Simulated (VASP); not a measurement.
Given:

```
BiEr
1.0
    4.03119    -2.94594     0.00000
    4.03119     2.94594     0.00000
   -1.46318     0.00000     8.70625
Er Bi
2 2
Direct
  0.00000   0.50000   0.00000
  0.50000   0.00000   0.50000
  0.58160   0.41840   0.25000
  0.41840   0.58160   0.75000
```

Computed with PBE GGA, VASP's PBE PAW potentials (set 64) (plane waves; VASP 6.6.1). Settings: 400 eV cut-off, 5×5×3 Γ-centred mesh, first-order Methfessel-Paxton smearing of 0.10 eV, potentials Er_3 Bi_d.

The 4f electrons are frozen in the core of the lanthanide potential, so 4f levels, which can set the real gap, and their magnetism are missing.

Question: Give the force on each atom (eV/Å).

Answer: 
```json
[
 {"atom": "Er1", "Fx": "0.000", "Fy": "0.000", "Fz": "0.000"},
 {"atom": "Er2", "Fx": "0.000", "Fy": "0.000", "Fz": "0.000"},
 {"atom": "Bi3", "Fx": "0.000", "Fy": "-0.159", "Fz": "0.000"},
 {"atom": "Bi4", "Fx": "0.000", "Fy": "0.159", "Fz": "0.000"}
]
```

Question: Give the stress tensor in GPa (positive for a compressed cell).

Answer: 
```
-6.13   0.00   0.57
 0.00  -6.08   0.00
 0.57   0.00  -7.08
```
The pressure is its mean diagonal, -6.43 GPa.

The structure was generated: ErBi was put into the tenorite type (C2/c), which need not be its known phase. The cell was not relaxed at this level.
